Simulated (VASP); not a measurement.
Output of a VASP run:

File OUTCAR:
```
 ion  position               nearest neighbor table
   1  0.333  0.667  0.250-   2 2.66   2 2.66   2 2.66   2 2.66   2 2.66   2 2.66
   2  0.667  0.333  0.750-   1 2.66   1 2.66   1 2.66   1 2.66   1 2.66   1 2.66
  LATTYP: Found a hexagonal cell.
 ALAT       =     2.6832355842
 C/A-ratio  =     1.6075409950
 Subroutine PRICEL returns:
 Original cell was already a primitive cell.
 Subroutine GETGRP returns: Found 24 space group operations
The static configuration has the point symmetry D_3d.
 The point group associated with its full space group is D_6h.
The dynamic configuration has the point symmetry D_3d.
 Subroutine INISYM returns: Found 24 space group operations
 Subroutine IBZKPT returns following result:
 Found    150 irreducible k-points:

 Following reciprocal coordinates:
            Coordinates               Weight
  0.000000  0.000000  0.000000      1.000000
  0.062500 -0.000000  0.000000      6.000000
  0.125000 -0.000000  0.000000      6.000000
  0.187500 -0.000000  0.000000      6.000000
  0.250000 -0.000000  0.000000      6.000000
  0.312500 -0.000000  0.000000      6.000000
  0.375000 -0.000000  0.000000      6.000000
  0.437500  0.000000  0.000000      6.000000
  0.500000 -0.000000  0.000000      3.000000
  0.062500  0.062500  0.000000      6.000000
  0.125000  0.062500  0.000000     12.000000
  0.187500  0.062500  0.000000     12.000000
  0.250000  0.062500  0.000000     12.000000
  0.312500  0.062500  0.000000     12.000000
  0.375000  0.062500  0.000000     12.000000
  0.437500  0.062500  0.000000     12.000000
  0.125000  0.125000  0.000000      6.000000
  0.187500  0.125000  0.000000     12.000000
  0.250000  0.125000  0.000000     12.000000
  0.312500  0.125000  0.000000     12.000000
  0.375000  0.125000  0.000000     12.000000
  0.437500  0.125000  0.000000      6.000000
  0.187500  0.187500  0.000000      6.000000
  0.250000  0.187500  0.000000     12.000000
  0.312500  0.187500  0.000000     12.000000
  0.375000  0.187500  0.000000     12.000000
  0.250000  0.250000  0.000000      6.000000
  0.312500  0.250000  0.000000     12.000000
  0.375000  0.250000  0.000000      6.000000
  0.312500  0.312500  0.000000      6.000000
  0.000000  0.000000  0.111111      2.000000
  0.062500 -0.000000  0.111111     12.000000
  0.125000 -0.000000  0.111111     12.000000
  0.187500 -0.000000  0.111111     12.000000
  0.250000 -0.000000  0.111111     12.000000
  0.312500 -0.000000  0.111111     12.000000
  0.375000 -0.000000  0.111111     12.000000
  0.437500  0.000000  0.111111     12.000000
  0.500000 -0.000000  0.111111      6.000000
  0.062500  0.062500  0.111111     12.000000
   k-points           NKPTS =    150   k-points in BZ     NKDIM =    150   number of bands    NBANDS=     16
   number of dos      NEDOS =    301   number of ions     NIONS =      2
   total plane-waves  NPLWV =  12800
   dimension x,y,z NGX =    20 NGY =   20 NGZ =   32
   dimension x,y,z NGXF=    40 NGYF=   40 NGZF=   64
   ions per type =               2
   PREC   = accura    normal or accurate (medium, high low for compatibility)
   ISTART =      0    job   : 0-new  1-cont  2-samecut
   ICHARG =      2    charge: 1-file 2-atom 10-const
   ISPIN  =      1    spin polarized calculation?
   LNONCOLLINEAR =      F non collinear calculations
   LSORBIT =      F    spin-orbit coupling
   INIWAV =      1    electr: 0-lowe 1-rand  2-diag
   ENCUT  =  500.0 eV  36.75 Ry    6.06 a.u.   4.89  4.89  7.86*2*pi/ulx,y,z
   NELM   =    100;   NELMIN=  2; NELMDL= -5     # of ELM steps
   EDIFF  = 0.1E-05   stopping-criterion for ELM
   LREAL  =      F    real-space projection
   NLSPLINE    = F    spline interpolate recip. space projectors
   LMAXMIX     =    4 max onsite mixed and CHGCAR
   VOSKOWN=      0    Vosko Wilk Nusair interpolation
   EDIFFG = -.2E-01   stopping-criterion for IOM
   NSW    =     40    number of steps for IOM
...
```

File OSZICAR:
```
       N       E                     dE             d eps       ncg     rms          rms(c)
DAV:   1     0.239599294516E+03    0.23960E+03   -0.13363E+04  4808   0.191E+03
DAV:   2     0.972435628116E+01   -0.22987E+03   -0.22825E+03  4920   0.491E+02
DAV:   3    -0.170459809364E+02   -0.26770E+02   -0.26494E+02  9360   0.135E+02
DAV:   4    -0.178808949428E+02   -0.83491E+00   -0.83488E+00  4904   0.263E+01
DAV:   5    -0.179177439223E+02   -0.36849E-01   -0.36849E-01  7616   0.393E+00    0.155E+01
DAV:   6    -0.166099244205E+02    0.13078E+01   -0.44161E+00  6160   0.265E+01    0.515E+00
DAV:   7    -0.166188208726E+02   -0.88965E-02   -0.77774E-01  7208   0.801E+00    0.227E+00
DAV:   8    -0.166675383058E+02   -0.48717E-01   -0.30399E-01  5440   0.721E+00    0.756E-01
DAV:   9    -0.166593052398E+02    0.82331E-02   -0.48299E-02  5656   0.301E+00    0.147E-01
DAV:  10    -0.166597931286E+02   -0.48789E-03   -0.30714E-03  6136   0.459E-01    0.893E-02
DAV:  11    -0.166597328114E+02    0.60317E-04   -0.32840E-04  7056   0.169E-01    0.777E-03
DAV:  12    -0.166597322376E+02    0.57373E-06   -0.63895E-06  5184   0.274E-02
   1 F= -.11623801E+02 E0= -.11624154E+02  d E =-.116238E+02
       N       E                     dE             d eps       ncg     rms          rms(c)
DAV:   1    -0.166812876031E+02   -0.21555E-01   -0.10168E-01  7392   0.458E+00    0.583E-01
DAV:   2    -0.166773885992E+02    0.38990E-02   -0.15251E-02  6960   0.158E+00    0.162E-01
DAV:   3    -0.166771747218E+02    0.21388E-03   -0.33258E-03  7016   0.447E-01    0.623E-02
DAV:   4    -0.166772884019E+02   -0.11368E-03   -0.47527E-04  6376   0.187E-01    0.245E-02
DAV:   5    -0.166773727112E+02   -0.84309E-04   -0.16249E-04  6464   0.828E-02    0.312E-02
DAV:   6    -0.166774032426E+02   -0.30531E-04   -0.51903E-05  6688   0.616E-02    0.706E-03
DAV:   7    -0.166774067927E+02   -0.35501E-05   -0.11422E-05  6208   0.193E-02    0.505E-03
DAV:   8    -0.166774080255E+02   -0.12328E-05   -0.18099E-06  3448   0.111E-02    0.427E-04
DAV:   9    -0.166774079712E+02    0.54360E-07   -0.50136E-07  2488   0.646E-03
   2 F= -.11623728E+02 E0= -.11624084E+02  d E =0.728422E-04
       N       E                     dE             d eps       ncg     rms          rms(c)
DAV:   1    -0.166674350801E+02    0.99729E-02   -0.45003E-02  7440   0.303E+00    0.390E-01
DAV:   2    -0.166657026292E+02    0.17325E-02   -0.67079E-03  6936   0.105E+00    0.109E-01
DAV:   3    -0.166655967937E+02    0.10584E-03   -0.14712E-03  7064   0.298E-01    0.415E-02
DAV:   4    -0.166656441067E+02   -0.47313E-04   -0.21471E-04  6376   0.125E-01    0.158E-02
DAV:   5    -0.166656792648E+02   -0.35158E-04   -0.64780E-05  6472   0.532E-02    0.203E-02
DAV:   6    -0.166656934293E+02   -0.14164E-04   -0.24239E-05  6688   0.405E-02    0.452E-03
DAV:   7    -0.166656951836E+02   -0.17543E-05   -0.45803E-06  4792   0.124E-02    0.327E-03
DAV:   8    -0.166656956002E+02   -0.41664E-06   -0.12495E-06  3208   0.989E-03
   3 F= -.11623828E+02 E0= -.11624181E+02  d E =-.265893E-04
```

OUTCAR:
```
------------------------ aborting loop because EDIFF is reached ----------------------------------------
  FORCE on cell =-STRESS in cart. coord.  units (eV):
  Direction    XX          YY          ZZ          XY          YZ          ZX
  --------------------------------------------------------------------------------------
  Total        5.0445239      5.0445245      5.0298654      0.0000000      0.0000000      0.0000000
  in kB      300.1580471    300.1580846    299.2858432      0.0000000      0.0000000      0.0000000
  external PRESSURE =      -0.1326751 kB  Pullay stress =     300.0000000 kB
  volume of cell :       26.93
      direct lattice vectors                 reciprocal lattice vectors
     1.342193452 -2.324747398 -0.000000000     0.372524541 -0.215077131  0.000000000
     1.342193452  2.324747398  0.000000000     0.372524541  0.215077131  0.000000000
    -0.000000000  0.000000000  4.314792246     0.000000000 -0.000000000  0.231760869
 POSITION                                       TOTAL-FORCE (eV/Angst)
 -----------------------------------------------------------------------------------
      1.34219      0.77492      1.07870        -0.000000     -0.000000      0.000000
      1.34219     -0.77492      3.23609         0.000000      0.000000      0.000000
 -----------------------------------------------------------------------------------
    total drift:                               -0.000125      0.001014     -0.000017
  FREE ENERGIE OF THE ION-ELECTRON SYSTEM (eV)
  ---------------------------------------------------
  free  energy   TOTEN  =       -16.6656956002 eV

  energy  without entropy=      -16.6667561100  energy(sigma->0) =      -16.66604910
  enthalpy is  TOTEN    =       -11.6238279219 eV   P V=        5.0418676783

 reached required accuracy - stopping structural energy minimisation
```
(Selected blocks of OUTCAR.)

### POSCAR
```
Ti
1
    1.3416177340    -2.3237502138     0.0000000000
    1.3416177340     2.3237502138     0.0000000000
    0.0000000000     0.0000000000     4.3134112009
Ti
2
Direct
  0.3333330000   0.6666670000   0.2500000000
  0.6666670000   0.3333330000   0.7500000000
```

Task: Reconstruct the remaining input files.

Result: One answer among several that fit: the input of the run itself, LDA (Ceperley-Alder, Perdew-Zunger), plane waves, VASP's LDA PAW potentials (set 64).

KPOINTS:
```
Regular mesh
0
G
16 16 9
```

INCAR:
```
! general
SYSTEM  = Ti
PREC    = Accurate
ENCUT   = 500   ! plane-wave cut-off (eV)
LREAL   = .FALSE.
LASPH   = .TRUE.

! electronic loop
EDIFF   = 1E-6   ! SCF stop (eV)
NELM    = 100   ! most electronic steps
ALGO    = Normal   ! blocked Davidson
LMAXMIX = 4

! smearing
ISMEAR  = 1   ! Methfessel-Paxton
SIGMA   = 0.1

! ions
IBRION  = 2
NSW     = 40   ! most ionic steps
ISIF    = 3
EDIFFG  = -0.02
PSTRESS = 300   ! kbar

! output
LWAVE   = .FALSE.
LCHARG  = .FALSE.
```

POTCAR, in this order: Ti_sv (LDA.64 set). Program: vasp_std.

The compound is Ti in the hcp structure. This run relaxes it under an external pressure of 30 GPa. Symmetry was kept, so distortions that lower it aren't found.
